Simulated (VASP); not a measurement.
Data:

```
GaN
1.0
    0.00000     2.24767     2.24767
    2.24767     0.00000     2.24767
    2.24767     2.24767     0.00000
Ga N
1 1
Direct
  0.00000   0.00000   0.00000
  0.25000   0.25000   0.25000
```

Level of theory: PBEsol GGA, VASP's PBE PAW potentials (set 64) (plane waves; VASP). Numerical set-up: 650 eV cut-off, 9×9×9 Γ-centred mesh, Gaussian smearing of 0.050 eV, potentials Ga_d N.

### Question
Give the elastic stiffness tensor with the ions relaxed (GPa, in the frame of the cell).

### Answer

|  | xx | yy | zz | yz | xz | xy |
|---|---|---|---|---|---|---|
| xx | 271 | 146 | 146 | 0.0 | 0.0 | 0.0 |
| yy | 146 | 271 | 146 | 0.0 | 0.0 | 0.0 |
| zz | 146 | 146 | 271 | 0.0 | 0.0 | 0.0 |
| yz | 0.0 | 0.0 | 0.0 | 153 | 0.0 | 0.0 |
| xz | 0.0 | 0.0 | 0.0 | 0.0 | 153 | 0.0 |
| xy | 0.0 | 0.0 | 0.0 | 0.0 | 0.0 | 153 |

### Question
Estimate the Hill bulk modulus, Hill shear modulus, Young's modulus, Poisson's ratio.

### Answer

- Hill bulk modulus: 188 GPa
- Hill shear modulus: 107 GPa
- Young's modulus: 269 GPa
- Poisson's ratio: 0.261

The compound is GaN in the zinc blende structure, a metastable form; wurtzite is the usual one. It was relaxed first.
